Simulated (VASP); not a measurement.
Set up this calculation in VASP 6.6.1, as the native input.

```
Task                               : single point
Functional                         : HSE06
Potentials or basis                : VASP PAW PBE potentials, release 64 (Si)
Cutoff                             : 520 eV
k mesh                             : 6 × 6 × 6
Occupations                        : gaussian, width 0.02 eV
Spin                               : no spin polarisation
Grid for exact exchange (PRECFOCK) : Fast
Screening parameter                : 0.2 1/A
Further INCAR settings             : ALGO = Normal; EDIFF = 1e-07; NBANDS = 11
```

The system is Si.

```
CELL_PARAMETERS angstrom
0.00000 2.63305 2.63305
2.63305 0.00000 2.63305
2.63305 2.63305 0.00000
ATOMIC_POSITIONS crystal
Si 0.75000 0.75000 0.75000
Si 0.50000 0.50000 0.50000
```

The cell isn't the ideal one: a relaxed cell with its volume scaled by 0.91.

These files were run (other wordings do the same):

POSCAR

```
Si                                      
1.0
    0.0000000000      2.6330538077      2.6330538077
    2.6330538077      0.0000000000      2.6330538077
    2.6330538077      2.6330538077      0.0000000000
  Si            
     2
Direct
     0.7500000000000000    0.7500000000000000    0.7500000000000000
     0.5000000000000000    0.5000000000000000    0.5000000000000000
```

INCAR.step1

```
SYSTEM = Si
PREC = Accurate
ENCUT = 520
EDIFF = 1E-5
ISMEAR = 0
SIGMA = 0.02
LREAL = .FALSE.
LASPH = .TRUE.
NELM = 60
ALGO = Normal
ISIF = 2
LWAVE = .TRUE.
NBANDS = 11
KPAR = 4
GGA = PE
```

INCAR.step2

```
SYSTEM = Si
PREC = Accurate
ENCUT = 520
EDIFF = 1E-7
ISMEAR = 0
SIGMA = 0.02
LREAL = .FALSE.
LASPH = .TRUE.
NELM = 60
ALGO = Normal
ISIF = 2
LWAVE = .FALSE.
LCHARG = .FALSE.
GGA = PE
LHFCALC = .TRUE.
HFSCREEN = 0.2
PRECFOCK = Fast
NBANDS = 11
KPAR = 4
ISTART = 1
```

KPOINTS

```
Automatic mesh
0
G
  6 6 6
  0 0 0
```

Potentials or basis: VASP PAW PBE potentials, release 64 (Si).

Command:

```console
$ cat potpaw_PBE.64/Si/POTCAR > POTCAR
$ cp INCAR.step1 INCAR
$ mpirun -np 4 vasp_std > vasp.out
$ cp INCAR.step2 INCAR
$ mpirun -np 4 vasp_std > vasp.out
```

Results of the run:

```
Pressure               : 11.3 GPa
Band gap on the k mesh : 1.11 eV, indirect (least direct gap 3.39 eV)
```

Caveat: the PAW data sets were made with another functional, which shifts forces and pressure a little.

Run time: 30 s on 4 MPI ranks on Intel(R) Xeon(R) 6975P-C (Granite Rapids), with other jobs on the host, peak memory 0.24 GiB a rank.
